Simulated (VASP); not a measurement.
Level of theory: r2SCAN+rVV10, VASP's PBE PAW potentials (set 64) (plane waves; VASP).

VASP input:

### POSCAR
```
Gd
1.0
  1.8748367660  -3.2473123059   0.0000000000
  1.8748367660   3.2473123059   0.0000000000
  0.0000000000   0.0000000000   5.7259080753
Gd
2
direct
  0.3333330000   0.6666670000   0.2500000000
  0.6666670000   0.3333330000   0.7500000000
```

INCAR:
```
SYSTEM=Gd
PREC=Accurate; ENCUT=520; LREAL=.FALSE.
LASPH=.TRUE.
EDIFF=1E-7; NELM=100; ALGO=Normal
LMAXMIX=6; LMIXTAU=.TRUE.
ISMEAR=1; SIGMA=0.1
METAGGA=R2SCAN; LUSE_VDW=.TRUE.; BPARAM=11.95
CPARAM=0.0093
IBRION=2; NSW=30; ISIF=4
EDIFFG=-0.01
LWAVE=.FALSE.; LCHARG=.FALSE.
```

**KPOINTS**
```
Automatic mesh
0
Gamma
11 11 7
0 0 0
```

POTCAR, in this order: Gd_3 (PBE.64 set). Program: vasp_std.

Output

File OSZICAR:
```
       N       E                     dE             d eps       ncg     rms          rms(c)
DAV:   1    -0.133515368521E+02   -0.13352E+02   -0.93708E+03  1664   0.128E+03
DAV:   2    -0.613459733093E+02   -0.47994E+02   -0.46944E+02  1819   0.243E+02
DAV:   3    -0.632304279930E+02   -0.18845E+01   -0.17903E+01  2282   0.284E+01
DAV:   4    -0.632800261124E+02   -0.49598E-01   -0.49404E-01  2381   0.435E+00
DAV:   5    -0.632831186112E+02   -0.30925E-02   -0.30890E-02  2712   0.605E-01    0.259E+01
DAV:   6    -0.610332481920E+02    0.22499E+01   -0.40438E-01  2114   0.689E+00    0.142E+01
DAV:   7    -0.594885728005E+02    0.15447E+01   -0.59365E-01  1984   0.733E+00    0.165E+00
DAV:   8    -0.606209106058E+02   -0.11323E+01   -0.64377E-01  1944   0.650E+00    0.404E+00
DAV:   9    -0.607937904310E+02   -0.17288E+00   -0.53608E-02  2204   0.219E+00    0.178E+00
DAV:  10    -0.607150409026E+02    0.78750E-01   -0.10085E-02  2593   0.106E+00    0.183E+00
DAV:  11    -0.606858799212E+02    0.29161E-01   -0.17261E-03  2159   0.599E-01    0.190E+00
DAV:  12    -0.606744439137E+02    0.11436E-01   -0.17252E-01  1689   0.502E+00    0.125E+00
DAV:  13    -0.606752666041E+02   -0.82269E-03   -0.18959E-03  2127   0.431E-01    0.134E+00
DAV:  14    -0.606725602674E+02    0.27063E-02   -0.15374E-03  1829   0.377E-01    0.107E+00
DAV:  15    -0.606748242786E+02   -0.22640E-02   -0.87142E-04  1844   0.330E-01    0.814E-01
DAV:  16    -0.606754934715E+02   -0.66919E-03   -0.10377E-03  1749   0.378E-01    0.718E-01
DAV:  17    -0.606765073515E+02   -0.10139E-02   -0.81725E-04  1784   0.304E-01    0.111E-01
DAV:  18    -0.606761113984E+02    0.39595E-03   -0.27730E-04  1849   0.185E-01    0.136E-01
DAV:  19    -0.606762170129E+02   -0.10561E-03   -0.36978E-05  2961   0.444E-02    0.206E-01
DAV:  20    -0.606761918602E+02    0.25153E-04   -0.33599E-05  1784   0.569E-02    0.189E-01
DAV:  21    -0.606763170743E+02   -0.12521E-03   -0.41934E-05  1894   0.626E-02    0.273E-01
DAV:  22    -0.606762053823E+02    0.11169E-03   -0.36669E-05  1794   0.571E-02    0.196E-01
DAV:  23    -0.606762825136E+02   -0.77131E-04   -0.22750E-05  1784   0.497E-02    0.131E-01
DAV:  24    -0.606762542229E+02    0.28291E-04   -0.11208E-05  1854   0.307E-02    0.553E-02
DAV:  25    -0.606762848836E+02   -0.30661E-04   -0.23477E-06  2154   0.198E-02    0.293E-02
DAV:  26    -0.606762826099E+02    0.22736E-05   -0.31529E-07  2061   0.479E-03    0.122E-02
DAV:  27    -0.606762933328E+02   -0.10723E-04   -0.55094E-07  1804   0.103E-02    0.518E-03
DAV:  28    -0.606762889589E+02    0.43739E-05   -0.27749E-07  1744   0.482E-03    0.347E-03
DAV:  29    -0.606762918274E+02   -0.28686E-05   -0.66362E-08   902   0.346E-03    0.288E-03
DAV:  30    -0.606762922885E+02   -0.46106E-06   -0.95594E-09   882   0.134E-03    0.156E-03
DAV:  31    -0.606762928964E+02   -0.60794E-06   -0.13780E-08   877   0.145E-03    0.572E-04
DAV:  32    -0.606762936931E+02   -0.79661E-06   -0.80046E-09   877   0.118E-03    0.851E-05
DAV:  33    -0.606762936133E+02    0.79786E-07   -0.15398E-09   877   0.315E-04
   1 F= -.60676294E+02 E0= -.60675097E+02  d E =-.606763E+02
       N       E                     dE             d eps       ncg     rms          rms(c)
DAV:   1    -0.606786073157E+02   -0.23136E-02   -0.10188E-01  1674   0.237E+00    0.195E-01
DAV:   2    -0.606772783233E+02    0.13290E-02   -0.21022E-03  2079   0.358E-01    0.130E-01
DAV:   3    -0.606772418635E+02    0.36460E-04   -0.37276E-04  1912   0.194E-01    0.592E-02
DAV:   4    -0.606771704660E+02    0.71398E-04   -0.27364E-04  2440   0.127E-01    0.317E-02
DAV:   5    -0.606771946939E+02   -0.24228E-04   -0.50181E-05  2035   0.645E-02    0.275E-02
DAV:   6    -0.606771967179E+02   -0.20240E-05   -0.46377E-06  2282   0.188E-02    0.481E-03
DAV:   7    -0.606771981982E+02   -0.14803E-05   -0.51747E-06  1694   0.246E-02    0.129E-03
DAV:   8    -0.606771980794E+02    0.11882E-06   -0.48450E-07  1990   0.768E-03    0.149E-03
DAV:   9    -0.606771981400E+02   -0.60570E-07   -0.17904E-07  1722   0.453E-03
   2 F= -.60677198E+02 E0= -.60676147E+02  d E =-.904527E-03
       N       E                     dE             d eps       ncg     rms          rms(c)
DAV:   1    -0.606792335220E+02   -0.20354E-02   -0.12084E-01  1664   0.258E+00    0.216E-01
DAV:   2    -0.606776221830E+02    0.16113E-02   -0.24997E-03  2089   0.390E-01    0.142E-01
DAV:   3    -0.606775686774E+02    0.53506E-04   -0.46339E-04  1917   0.216E-01    0.632E-02
DAV:   4    -0.606774855841E+02    0.83093E-04   -0.32608E-04  2424   0.139E-01    0.338E-02
DAV:   5    -0.606775152891E+02   -0.29705E-04   -0.60656E-05  2035   0.715E-02    0.295E-02
DAV:   6    -0.606775177189E+02   -0.24298E-05   -0.70350E-06  2186   0.241E-02    0.325E-03
DAV:   7    -0.606775190267E+02   -0.13078E-05   -0.69085E-06  1729   0.286E-02    0.136E-03
DAV:   8    -0.606775188993E+02    0.12738E-06   -0.44709E-07  2316   0.636E-03    0.200E-03
DAV:   9    -0.606775189400E+02   -0.40652E-07   -0.50508E-08  1097   0.228E-03
   3 F= -.60677519E+02 E0= -.60676580E+02  d E =-.122533E-02
```

OUTCAR:
```
------------------------ aborting loop because EDIFF is reached ----------------------------------------
  FORCE on cell =-STRESS in cart. coord.  units (eV):
  Direction    XX          YY          ZZ          XY          YZ          ZX
  --------------------------------------------------------------------------------------
  Total       -0.9121292     -0.9121291     -0.9179930      0.0000000      0.0000000      0.0000000
  in kB      -20.9606651    -20.9606625    -21.0954136      0.0000000      0.0000000      0.0000000
  external PRESSURE =     -21.0055804 kB  Pullay stress =       0.0000000 kB
  volume of cell :       69.72
      direct lattice vectors                 reciprocal lattice vectors
     1.866301216 -3.232528324  0.000000000     0.267909593 -0.154677686 -0.000000000
     1.866301216  3.232528324 -0.000000000     0.267909593  0.154677686 -0.000000000
     0.000000000  0.000000000  5.778402815     0.000000000  0.000000000  0.173058202
 POSITION                                       TOTAL-FORCE (eV/Angst)
 -----------------------------------------------------------------------------------
      1.86630      1.07751      1.44460         0.000000      0.000000      0.000000
      1.86630     -1.07751      4.33380        -0.000000     -0.000000      0.000000
 -----------------------------------------------------------------------------------
    total drift:                                0.000000      0.000122     -0.000010
  FREE ENERGIE OF THE ION-ELECTRON SYSTEM (eV)
  ---------------------------------------------------
  free  energy   TOTEN  =       -60.6775189400 eV

  energy  without entropy=      -60.6747026388  energy(sigma->0) =      -60.67658017

 reached required accuracy - stopping structural energy minimisation
```
(Selected blocks of OUTCAR.)

File CONTCAR:
```
Gd
   1.00000000000000
     1.8663012161672086   -3.2325283236210813    0.0000000000000000
     1.8663012161672086    3.2325283236210813   -0.0000000000000000
     0.0000000000000000    0.0000000000000000    5.7784028150239592
  Gd
     2
Direct
     0.3333330000000032    0.6666669999999968    0.2500000000000000
     0.6666669999999968    0.3333330000000032    0.7500000000000000
```

File OUTCAR:
```
 val. band max:        2.9033427814   @ k =   0.4545   0.0909   0.4286

 cond. band min:       2.9088200642   @ k =   0.2727   0.2727   0.2857


 Fermi energy:         2.9042309629

 k-point     1 :       0.0000    0.0000    0.0000
  band No.  band energies     occupation
      1     -20.2712      2.00000
      2     -19.7108      2.00000
      3     -19.7108      2.00000
      4     -19.6012      2.00000
      5     -19.6012      2.00000
      6     -19.5532      2.00000
      7      -1.9530      2.00000
      8       0.9080      2.00000
      9       4.1577     -0.00000
     10       4.7394     -0.00000
     11       4.7394     -0.00000
     12       5.2246      0.00000
     13       5.4729      0.00000

 k-point     2 :       0.0909    0.0000    0.0000
  band No.  band energies     occupation
      1     -20.2539      2.00000
      2     -19.7444      2.00000
      3     -19.7226      2.00000
      4     -19.6368      2.00000
      5     -19.6050      2.00000
      6     -19.5618      2.00000
      7      -1.7642      2.00000
      8       1.0823      2.00000
      9       3.9240     -0.00000
     10       4.3069     -0.00000
     11       4.9190      0.00000
     12       5.2552      0.00000
     13       5.5383      0.00000

 k-point     3 :       0.1818    0.0000    0.0000
  band No.  band energies     occupation
      1     -20.2049      2.00000
      2     -19.8350      2.00000
      3     -19.7529      2.00000
      4     -19.7293      2.00000
      5     -19.6165      2.00000
      6     -19.5876      2.00000
      7      -1.2305      2.00000
      8       1.5278      2.00000
      9       3.3697     -0.00000
     10       3.6548     -0.00000
     11       4.8164     -0.00000
     12       5.2495      0.00000
     13       5.3029      0.00000

 k-point     4 :       0.2727    0.0000    0.0000
  band No.  band energies     occupation
      1     -20.1321      2.00000
      2     -19.9542      2.00000
      3     -19.8443      2.00000
...
```

The 4f electrons are frozen in the core of the lanthanide potential, so 4f levels, which can set the real gap, and their magnetism are missing.

The compound is Gd in the hcp structure. This cell is one point of a volume scan, at 1.06 of the reference volume. Symmetry was kept, so distortions that lower it aren't found.
